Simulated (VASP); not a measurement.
Data:

```xyz
4
Lattice="0.0000 3.2775 3.2775 3.2775 0.0000 3.2775 3.2775 3.2775 0.0000" Properties=species:S:1:pos:R:3 pbc="T T T"
Ga     1.6387     1.6387     1.6387
Ga     4.9162     4.9162     4.9162
Ga     3.2775     3.2775     3.2775
Ag     0.0000     0.0000     0.0000
```

These are PBEsol GGA, VASP's PBE PAW potentials (set 64) (plane waves; VASP) values and carry that method's errors. Run with 400 eV cut-off, 9×9×9 Γ-centred mesh, tetrahedra with Blöchl corrections, potentials Ga_d Ag.

Problem. Tabulate the total density of states (states/eV per cell) against energy (eV; zero at the valence-band maximum or, without a gap, the Fermi level).

Solution. 
(E (eV), DOS (states/eV)): (-9.89, 0.46); (-9.54, 0.55); (-9.19, 0.63); (-8.84, 0.75); (-8.50, 1.04); (-8.15, 0.81); (-7.80, 0.95); (-7.45, 0.83); (-7.11, 1.85); (-6.76, 1.46); (-6.53, 2.25); (-6.18, 1.92); (-5.83, 1.73); (-5.49, 2.00); (-5.14, 7.90); (-4.79, 15.6); (-4.44, 2.96); (-4.09, 2.28); (-3.75, 2.16); (-3.40, 1.89); (-3.05, 1.76); (-2.70, 1.67); (-2.36, 1.48); (-2.01, 1.19); (-1.66, 1.28); (-1.31, 1.30); (-0.97, 1.43); (-0.62, 1.83); (-0.27, 1.97); (0.08, 0.97); (0.31, 0.61); (0.66, 1.47); (1.00, 1.93); (1.35, 1.21); (1.70, 1.49); (2.05, 1.40); (2.39, 1.95); (2.74, 2.11); (3.09, 1.54); (3.44, 1.84)
Within 2 eV below the Fermi level the largest weight inside VASP's projection spheres is Ga p, then Ga s.

The structure comes from a computed database's Ga3Ag entry (Fm-3m); how it stands against other phases isn't given here. It was relaxed first, which changed the volume by -7 %.
